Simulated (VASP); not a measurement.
# A VASP study of TiC (Khamrabaevite) (LDA): structure first, properties next, part 3 of 5

Aim: relax TiC (Khamrabaevite), then compute properties on the relaxed cell. The start is a cell from a database of measured crystal structures.

VASP 6.6.1; LDA; plane waves and PAW (Ti_sv, C).

So far. Step 5 (Band structure (LDA)): There is no gap at this level. Step 5 (Band structure (LDA)): Of the bands kept, 4 cross the Fermi level on this path.

## (6) Density of states (LDA)

A density of states needs more k-points than a total energy; ISMEAR = -5 takes tetrahedra, and LORBIT projects the states on the PAW spheres. The mesh is finer than in the run before.

Input file INCAR:

```
SYSTEM = TiC
PREC = Accurate
ENCUT = 520
EDIFF = 1E-06
NELM = 100
ISMEAR = -5
SIGMA = 0.05
LREAL = .FALSE.
ALGO = Normal
GGA = CA
NBANDS = 20
LASPH = .TRUE.
LORBIT = 11
LWAVE = .FALSE.
LCHARG = .FALSE.
KPAR = 2
NEDOS = 2001
```

Input file POSCAR:

```
TiC
1.0
    0.0000000000      2.1322909251      2.1322909251
    2.1322909251      0.0000000000      2.1322909251
    2.1322909251      2.1322909251      0.0000000000
Ti C
1 1
Direct
    0.0000000000      0.0000000000      0.0000000000
    0.5000000000      0.5000000000      0.5000000000
```

Input file KPOINTS:

```
Automatic mesh
0
Gamma
16 16 16
0 0 0
```

Potentials, in the order of the species: Ti_sv and C (LDA family, release 64).

The run is started by

```bash
$ mpirun -np 2 vasp_std
```

The log of the run:

```text
[... set-up lines as in an earlier step ...]
 entering main loop
       N       E                     dE             d eps       ncg     rms          rms(c)
DAV:   1     0.120426953083E+03    0.12043E+03   -0.71704E+03  5912   0.954E+02
DAV:   2    -0.187338849823E+02   -0.13916E+03   -0.12871E+03  5932   0.274E+02
DAV:   3    -0.258192965651E+02   -0.70854E+01   -0.69572E+01  7044   0.619E+01
DAV:   4    -0.259804910267E+02   -0.16119E+00   -0.16097E+00  6776   0.881E+00
DAV:   5    -0.259831024654E+02   -0.26114E-02   -0.26114E-02  6692   0.105E+00    0.189E+01
DAV:   6    -0.212189625461E+02    0.47641E+01   -0.46561E+00  7856   0.424E+01    0.704E+00
DAV:   7    -0.205791403411E+02    0.63982E+00   -0.11673E+00  7040   0.155E+01    0.525E+00
DAV:   8    -0.205421106059E+02    0.37030E-01   -0.12509E-01  7596   0.347E+00    0.256E+00
DAV:   9    -0.205417042121E+02    0.40639E-03   -0.44138E-02  7864   0.185E+00    0.773E-01
DAV:  10    -0.205409038609E+02    0.80035E-03   -0.42728E-03  6224   0.672E-01    0.663E-01
DAV:  11    -0.205386873238E+02    0.22165E-02   -0.15548E-03  6588   0.667E-01    0.184E-01
DAV:  12    -0.205385739986E+02    0.11333E-03   -0.22418E-04  7572   0.162E-01    0.466E-02
DAV:  13    -0.205385695611E+02    0.44375E-05   -0.24210E-05  6268   0.509E-02    0.319E-02
DAV:  14    -0.205385688810E+02    0.68008E-06   -0.54879E-06  6384   0.331E-02
   1 F= -.20538569E+02 E0= -.20538569E+02  d E =0.000000E+00
 -----------------------------------------------------------------------------
|                                                                             |
|           W    W    AA    RRRRR   N    N  II  N    N   GGGG   !!!           |
|           W    W   A  A   R    R  NN   N  II  NN   N  G    G  !!!           |
|           W    W  A    A  R    R  N N  N  II  N N  N  G       !!!           |
|           W WW W  AAAAAA  RRRRR   N  N N  II  N  N N  G  GGG   !            |
|           WW  WW  A    A  R   R   N   NN  II  N   NN  G    G                |
|           W    W  A    A  R    R  N    N  II  N    N   GGGG   !!!           |
|                                                                             |
|     Tetrahedron method does not include variations of the Fermi             |
|     occupations, so forces and stress will be inaccurate. We suggest        |
|     using a different smearing scheme ISMEAR = 1 or 2 for metals in         |
|     relaxations.                                                            |
|                                                                             |
 -----------------------------------------------------------------------------
```

Elapsed: 9.4 s, on 2 MPI ranks of Intel Xeon 6975P-C (Granite Rapids), shared host; peak memory 0.31 GiB; 18 s of CPU time.

From OUTCAR (step 6):

```text
   k-points           NKPTS =    145   k-points in BZ     NKDIM =    145   number of bands    NBANDS=     20

   NELECT =      16.0000    total number of electrons

 E-fermi :   9.8107

 k-point     1 :       0.0000    0.0000    0.0000
  band No.  band energies     occupation
      1     -45.9510      2.00000
      2     -22.3290      2.00000
      3     -22.3290      2.00000
      4     -22.3290      2.00000
      5      -2.6261      2.00000
      6      10.4412      0.00000
      7      10.4412      0.00000
      8      10.4412      0.00000
      9      11.5445      0.00000
     10      11.5445      0.00000
    ...

  Total       -0.0153358     -0.0153358     -0.0153358     -0.0000000      0.0000000     -0.0000000
  in kB       -1.2672087     -1.2672087     -1.2672087     -0.0000000      0.0000000     -0.0000000
  external PRESSURE =      -1.2672087 kB  Pullay stress =       0.0000000 kB

 POSITION                                       TOTAL-FORCE (eV/Angst)
 -----------------------------------------------------------------------------------
      0.00000      0.00000      0.00000        -0.000000     -0.000000     -0.000000
      2.13229      2.13229      2.13229         0.000000      0.000000      0.000000
 -----------------------------------------------------------------------------------
    total drift:                                0.000000     -0.000000     -0.000000

  FREE ENERGIE OF THE ION-ELECTRON SYSTEM (eV)
  ---------------------------------------------------
  free  energy   TOTEN  =       -20.5385688810 eV

  energy  without entropy=      -20.5385688810  energy(sigma->0) =      -20.53856888

[... 6 parts as in an earlier step ...]

[... 10 further parts left out ...]
```

With tetrahedra the forces and stress of a metal are not exact derivatives of the energy.

This step gave:

- SCF cycles: 14
- irreducible k-points: 145
- Fermi energy: 9.811 eV
- pressure: -0.1267 GPa
- DOS at the Fermi level: 0.2510 states/eV/cell

The density of states has structure finer than the step of the table below, so its rows give means over 0.5 eV, whole bins alone (the curve runs from -12.0 to 1.79 eV). Peaks (eV: height): total -9.40: 1.86, -4.00: 1.33, -3.05: 3.47, -2.48: 3.11; Ti d -9.40: 0.213, -4.00: 0.275, -3.05: 1.17, -2.48: 1.17; C p -4.00: 0.336, -3.05: 0.864, -2.48: 0.836; Ti p -9.31: 0.119, -3.43: 0.113, -3.14: 0.234; Ti s -10.07: 0.0462, -4.57: 0.0751, -2.48: 0.019.

States under -12.0 eV and over 1.8 eV are left out. Table of density of states by energy, zero at the Fermi level; means over each step; values in states/eV/cell:

```csv
energy (eV),total,Ti d,C p,Ti p,Ti s,C s
-11.5,0.162,6.6e-4,0.00108,0.00519,0.0223,0.0578
-11.0,0.239,0.00287,0.00206,0.0109,0.0280,0.0882
-10.5,0.372,0.0117,0.00320,0.0205,0.0334,0.144
-10.0,0.916,0.0929,0.00456,0.0410,0.0415,0.384
-9.5,1.51,0.168,0.00483,0.0875,0.0273,0.670
-9.0,0.684,0.0470,0.00187,0.0599,0.00661,0.311
-8.5,0.0115,1.1e-4,4.8e-5,0.00138,6.8e-5,0.00522
-8.0,0,0,0,0,0,0
-7.5,0,0,0,0,0,0
-7.0,0,0,0,0,0,0
-6.5,0,0,0,0,0,0
-6.0,0.0444,0.00812,0.00931,4.2e-4,0.00570,4.5e-4
-5.5,0.237,0.0447,0.0505,0.00464,0.0271,0.00354
-5.0,0.500,0.101,0.111,0.0141,0.0479,0.00856
-4.5,0.938,0.202,0.218,0.0360,0.0717,0.0158
-4.0,1.12,0.230,0.278,0.0744,0.0561,0.0164
-3.5,0.836,0.144,0.214,0.0921,0.0186,0.00920
-3.0,2.42,0.796,0.596,0.151,0.00783,0.00786
-2.5,2.53,0.970,0.661,0.0818,0.0125,0.00640
-2.0,1.45,0.573,0.362,0.0472,0.00690,0.00469
-1.5,0.878,0.336,0.231,0.0306,0.00380,0.00306
-1.0,0.585,0.210,0.164,0.0241,0.00194,0.00173
-0.5,0.359,0.123,0.104,0.0171,6.8e-4,6.6e-4
0.0,0.266,0.104,0.0668,0.0124,4.1e-4,4.2e-4
0.5,0.434,0.220,0.0778,0.0144,0.00161,0.00115
1.0,0.664,0.410,0.0811,0.0126,0.00337,0.00244
1.5,0.847,0.583,0.0786,0.0101,0.00491,0.00364
```

The finer mesh and the other smearing move the Fermi level by -0.09 eV from the 11×11×11 run, one measure of the sampling error in the zero of the bands above. Of the states within 0.3 eV of the Fermi level, the largest shares in the PAW spheres are Ti d 39 % and C p 25 %. The rest lies in smaller channels or between the spheres.

## (7) Volume scan with LDA, volume scale 0.94

An equation of state needs energies on both sides of the minimum, all on one mesh and cutoff.

Input file INCAR:

```
SYSTEM = TiC
PREC = Accurate
ENCUT = 520
EDIFF = 1E-06
NELM = 100
ISMEAR = 0
SIGMA = 0.05
LREAL = .FALSE.
ALGO = Normal
GGA = CA
NBANDS = 14
LASPH = .TRUE.
LORBIT = 11
LWAVE = .FALSE.
LCHARG = .FALSE.
KPAR = 2
ISIF = 2
```

Input file POSCAR:

```
TiC
1.0
    0.0000000000      2.0887625700      2.0887625700
    2.0887625700      0.0000000000      2.0887625700
    2.0887625700      2.0887625700      0.0000000000
Ti C
1 1
Direct
    0.0000000000      0.0000000000      0.0000000000
    0.5000000000      0.5000000000      0.5000000000
```

Input file KPOINTS:

```
Automatic mesh
0
Gamma
11 11 11
0 0 0
```

The run is started by

```bash
$ mpirun -np 2 vasp_std
```

The log of the run:

```text
[... set-up lines as in an earlier step ...]
 entering main loop
       N       E                     dE             d eps       ncg     rms          rms(c)
DAV:   1     0.112482429941E+03    0.11248E+03   -0.80788E+03  1568   0.137E+03
DAV:   2    -0.183191765891E+02   -0.13080E+03   -0.12250E+03  1682   0.349E+02
DAV:   3    -0.254590800388E+02   -0.71399E+01   -0.70012E+01  1938   0.814E+01
DAV:   4    -0.257389571916E+02   -0.27988E+00   -0.27970E+00  2006   0.146E+01
DAV:   5    -0.257472316737E+02   -0.82745E-02   -0.82738E-02  1970   0.212E+00    0.204E+01
DAV:   6    -0.209441710250E+02    0.48031E+01   -0.12243E+01  2246   0.609E+01    0.663E+00
DAV:   7    -0.204952583218E+02    0.44891E+00   -0.19516E+00  1884   0.212E+01    0.591E+00
DAV:   8    -0.204693412905E+02    0.25917E-01   -0.11535E-01  1762   0.427E+00    0.294E+00
DAV:   9    -0.204720667918E+02   -0.27255E-02   -0.68196E-02  1960   0.258E+00    0.765E-01
DAV:  10    -0.204708839843E+02    0.11828E-02   -0.85385E-03  2090   0.130E+00    0.566E-01
DAV:  11    -0.204699714833E+02    0.91250E-03   -0.32854E-03  1694   0.822E-01    0.814E-02
DAV:  12    -0.204699504073E+02    0.21076E-04   -0.28613E-04  1796   0.244E-01    0.169E-02
DAV:  13    -0.204699418191E+02    0.85882E-05   -0.35248E-05  1970   0.860E-02    0.102E-02
DAV:  14    -0.204699413767E+02    0.44238E-06   -0.14591E-06  1396   0.128E-02
   1 F= -.20469941E+02 E0= -.20469571E+02  d E =-.740040E-03
```

It took 3.4 s on 2 MPI ranks; peak memory 0.24 GiB.

OUTCAR, selected parts (step 7):

```text
   ENCUT  =  520.0 eV  38.22 Ry    6.18 a.u.   5.49  5.49  5.49*2*pi/ulx,y,z

   NELECT =      16.0000    total number of electrons

 E-fermi :  10.6744

 k-point     1 :       0.0000    0.0000    0.0000
  band No.  band energies     occupation
      1     -45.0112      2.00000
      2     -21.3404      2.00000
      3     -21.3404      2.00000
      4     -21.3404      2.00000
      5      -2.1212      2.00000
      6      11.2288      0.00000
      7      11.2288      0.00000
      8      11.2288      0.00000
      9      12.4063      0.00000
     10      12.4063      0.00000
    ...

  Total        2.2338052      2.2338052      2.2338052      0.0000000     -0.0000000      0.0000000
  in kB      196.3625506    196.3625506    196.3625506      0.0000000     -0.0000000      0.0000000
  external PRESSURE =     196.3625506 kB  Pullay stress =       0.0000000 kB

 POSITION                                       TOTAL-FORCE (eV/Angst)
 -----------------------------------------------------------------------------------
      0.00000      0.00000      0.00000         0.000000      0.000000      0.000000
      2.08876      2.08876      2.08876         0.000000      0.000000      0.000000
 -----------------------------------------------------------------------------------
    total drift:                                0.000000     -0.000000     -0.000000

  FREE ENERGIE OF THE ION-ELECTRON SYSTEM (eV)
  ---------------------------------------------------
  free  energy   TOTEN  =       -20.4699413767 eV

  energy  without entropy=      -20.4692013372  energy(sigma->0) =      -20.46957136

[... 4 parts as in an earlier step ...]

[... 12 further parts left out ...]
```

The scan keeps the cell's shape and the fractional positions fixed.

This step gave:

```
bands                   : 14
irreducible k-points    : 56
free energy (TOTEN)     : -20.47 eV
energy at zero smearing : -20.47 eV
Fermi energy            : 10.67 eV
pressure                : 19.64 GPa
```

The pressure here is 19.64 GPa.

## (8) Volume scan with LDA, volume scale 0.96

INCAR is that of step 7.

Input file POSCAR:

```
TiC
1.0
    0.0000000000      2.1034726502      2.1034726502
    2.1034726502      0.0000000000      2.1034726502
    2.1034726502      2.1034726502      0.0000000000
Ti C
1 1
Direct
    0.0000000000      0.0000000000      0.0000000000
    0.5000000000      0.5000000000      0.5000000000
```

KPOINTS is that of step 7.

The run is started by

```bash
$ mpirun -np 2 vasp_std
```

The log of the run:

```text
[... set-up lines as in an earlier step ...]
 entering main loop
       N       E                     dE             d eps       ncg     rms          rms(c)
DAV:   1     0.118627246585E+03    0.11863E+03   -0.80711E+03  1568   0.138E+03
DAV:   2    -0.181450244815E+02   -0.13677E+03   -0.12886E+03  1712   0.355E+02
DAV:   3    -0.255643607168E+02   -0.74193E+01   -0.72914E+01  1950   0.814E+01
DAV:   4    -0.258343522900E+02   -0.26999E+00   -0.26964E+00  2056   0.141E+01
DAV:   5    -0.258436190637E+02   -0.92668E-02   -0.92665E-02  1930   0.229E+00    0.198E+01
DAV:   6    -0.210389515046E+02    0.48047E+01   -0.12569E+01  2250   0.609E+01    0.670E+00
DAV:   7    -0.205411527312E+02    0.49780E+00   -0.20583E+00  1908   0.218E+01    0.571E+00
DAV:   8    -0.205126189086E+02    0.28534E-01   -0.11330E-01  1744   0.411E+00    0.317E+00
DAV:   9    -0.205112406909E+02    0.13782E-02   -0.79882E-02  1978   0.306E+00    0.751E-01
DAV:  10    -0.205099976372E+02    0.12431E-02   -0.97117E-03  2094   0.139E+00    0.573E-01
DAV:  11    -0.205088895688E+02    0.11081E-02   -0.34498E-03  1676   0.858E-01    0.106E-01
DAV:  12    -0.205088805184E+02    0.90504E-05   -0.29725E-04  1766   0.227E-01    0.130E-02
DAV:  13    -0.205088742560E+02    0.62624E-05   -0.23541E-05  2126   0.683E-02    0.116E-02
DAV:  14    -0.205088736341E+02    0.62185E-06   -0.18677E-06  1612   0.139E-02
   1 F= -.20508874E+02 E0= -.20508557E+02  d E =-.633350E-03
```

Run time: 3.6 s. Hardware: 2 MPI ranks; peak memory 0.25 GiB.

Parts of OUTCAR (step 8):

```text
   ENCUT  =  520.0 eV  38.22 Ry    6.18 a.u.   5.53  5.53  5.53*2*pi/ulx,y,z

   NELECT =      16.0000    total number of electrons

 E-fermi :  10.4048

 k-point     1 :       0.0000    0.0000    0.0000
  band No.  band energies     occupation
      1     -45.3364      2.00000
      2     -21.6836      2.00000
      3     -21.6836      2.00000
      4     -21.6836      2.00000
      5      -2.2976      2.00000
      6      10.9565      0.00000
      7      10.9565      0.00000
      8      10.9565      0.00000
      9      12.1097      0.00000
     10      12.1097      0.00000
    ...

  Total        1.4453453      1.4453453      1.4453453      0.0000000      0.0000000     -0.0000000
  in kB      124.4060771    124.4060771    124.4060771      0.0000000      0.0000000     -0.0000000
  external PRESSURE =     124.4060771 kB  Pullay stress =       0.0000000 kB

 POSITION                                       TOTAL-FORCE (eV/Angst)
 -----------------------------------------------------------------------------------
      0.00000      0.00000      0.00000         0.000000      0.000000     -0.000000
      2.10347      2.10347      2.10347        -0.000000     -0.000000      0.000000
 -----------------------------------------------------------------------------------
    total drift:                                0.000000     -0.000000     -0.000000

  FREE ENERGIE OF THE ION-ELECTRON SYSTEM (eV)
  ---------------------------------------------------
  free  energy   TOTEN  =       -20.5088736341 eV

  energy  without entropy=      -20.5082402837  energy(sigma->0) =      -20.50855696

[... 4 parts as in an earlier step ...]

[... 12 further parts left out ...]
```

This step gave:

| Property | Result |
| --- | --- |
| free energy (TOTEN) | -20.51 eV |
| energy at zero smearing | -20.51 eV |
| Fermi energy | 10.40 eV |
| pressure | 12.44 GPa |

The pressure falls from 19.64 to 12.44 GPa.

The run ends at a pressure of 12.44 GPa.

## (9) Volume scan with LDA, volume scale 0.98

INCAR is that of step 8.

Input file POSCAR:

```
TiC
1.0
    0.0000000000      2.1179798165      2.1179798165
    2.1179798165      0.0000000000      2.1179798165
    2.1179798165      2.1179798165      0.0000000000
Ti C
1 1
Direct
    0.0000000000      0.0000000000      0.0000000000
    0.5000000000      0.5000000000      0.5000000000
```

KPOINTS is that of step 8.

The run is started by

```bash
$ mpirun -np 2 vasp_std
```

The log of the run:

```text
[... set-up lines as in an earlier step ...]
 entering main loop
       N       E                     dE             d eps       ncg     rms          rms(c)
DAV:   1     0.121330147929E+03    0.12133E+03   -0.79787E+03  1568   0.137E+03
DAV:   2    -0.178581448522E+02   -0.13919E+03   -0.13168E+03  1670   0.356E+02
DAV:   3    -0.256045199424E+02   -0.77464E+01   -0.75884E+01  2098   0.832E+01
DAV:   4    -0.259149488158E+02   -0.31043E+00   -0.31024E+00  1948   0.151E+01
[...]
DAV:  12    -0.205312379675E+02    0.51026E-05   -0.38476E-04  1772   0.264E-01    0.330E-02
DAV:  13    -0.205312311144E+02    0.68531E-05   -0.11664E-05  2190   0.400E-02    0.984E-03
DAV:  14    -0.205312305826E+02    0.53180E-06   -0.73694E-07  1114   0.826E-03
   1 F= -.20531231E+02 E0= -.20530935E+02  d E =-.590970E-03
```

The job ended after 3.4 s (2 MPI ranks; peak memory 0.24 GiB).

Parts of OUTCAR (step 9):

```text
  Total        0.7012814      0.7012814      0.7012814     -0.0000000      0.0000000     -0.0000000
  in kB       59.1299464     59.1299464     59.1299464     -0.0000000      0.0000000     -0.0000000
  external PRESSURE =      59.1299464 kB  Pullay stress =       0.0000000 kB

 POSITION                                       TOTAL-FORCE (eV/Angst)
 -----------------------------------------------------------------------------------
      0.00000      0.00000      0.00000         0.000000      0.000000      0.000000
      2.11798      2.11798      2.11798        -0.000000     -0.000000     -0.000000
 -----------------------------------------------------------------------------------
    total drift:                                0.000000     -0.000000     -0.000000

  FREE ENERGIE OF THE ION-ELECTRON SYSTEM (eV)
  ---------------------------------------------------
  free  energy   TOTEN  =       -20.5312305826 eV

  energy  without entropy=      -20.5306396130  energy(sigma->0) =      -20.53093510

[... 1 part as in an earlier step ...]

[... 2 further parts left out ...]
[key lines of the parts left out:]
E-fermi :  10.1460
```

The pressure falls from 12.44 to 5.91 GPa.

The run ends at a pressure of 5.91 GPa.

## (10) Volume scan with LDA, volume scale 1

INCAR is that of step 9.

Input file POSCAR:

```
TiC
1.0
    0.0000000000      2.1322909251      2.1322909251
    2.1322909251      0.0000000000      2.1322909251
    2.1322909251      2.1322909251      0.0000000000
Ti C
1 1
Direct
    0.0000000000      0.0000000000      0.0000000000
    0.5000000000      0.5000000000      0.5000000000
```

KPOINTS is that of step 9.

The run is started by

```bash
$ mpirun -np 2 vasp_std
```

The log of the run:

```text
[... set-up lines as in an earlier step ...]
 entering main loop
       N       E                     dE             d eps       ncg     rms          rms(c)
[... 14 cycles as in an earlier step ...]
   1 F= -.20538564E+02 E0= -.20538274E+02  d E =-.580573E-03
```

It took 3.4 s on 2 MPI ranks; peak memory 0.24 GiB.

OUTCAR, selected parts (step 10):

```text
[... 6 parts as in an earlier step ...]

[... 1 further part left out ...]
[key lines of the parts left out:]
E-fermi :   9.8963
```

The pressure falls from 5.91 to 0.02 GPa.

The run ends at a pressure of 0.02 GPa.

(Part 3 of 5 ends here.)

[Lines on the potential files, build, host, timing and source positions are cut from VASP's logs without a mark.]

[Logs are printed without paths, hosts, clocks, repeated set-up lines and the standing remarks that a program may print on its own settings, such as how far it seeks lower states.]

[Hosts, paths, dates, database ids (printed as entryN), source tags and the programs' standing remarks are cut or masked in the printed files.]

[A measured line is paired with the nearest computed mode of its activity, which favours agreement.]
